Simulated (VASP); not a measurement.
These are PBE GGA, VASP's PBE PAW potentials (set 64) (plane waves; VASP) values and carry that method's errors.

VASP input:

### INCAR
```
ALGO = Normal
EDIFF = 1E-6
EDIFFG = -0.02
ENCUT = 500
GGA = PE
IBRION = 2
ISIF = 3
ISMEAR = 0
LASPH = T
LCHARG = F
LMAXMIX = 4
LREAL = F
LWAVE = F
NELM = 100
NSW = 60
PREC = Accurate
SIGMA = 0.05
SYSTEM = ZrO2
```

### POSCAR
```
ZrO2
1.0
  0.0000000000   2.5588432532   2.5588432532
  2.5588432532   0.0000000000   2.5588432532
  2.5588432532   2.5588432532   0.0000000000
Zr O
1 2
Cart
  0.0000000000   0.0000000000   0.0000000000
  1.2794216266   1.2794216266   1.2794216266
  3.8382648798   3.8382648798   3.8382648798
```

**KPOINTS**
```
kpoints
0
gamma
 7 7 7
0 0 0
```

POTCAR, in this order: Zr_sv O (PBE.64 set). Program: vasp_std.

**Question.** What will the output report for the number of irreducible k-points (NKPTS), largest plane-wave count, number of space-group operations, FFT grid (NGX, NGY, NGZ)?

**Answer.** 
The number of irreducible k-points (NKPTS) comes out as 20 and the largest plane-wave count comes out as 869. The number of space-group operations is 48. The FFT grid (NGX, NGY, NGZ) is 28 × 28 × 28.

The structure comes from a computed database's ZrO2 entry (Fm-3m); how it stands against other phases isn't given here. It was relaxed first. The start is the result of an earlier pass.
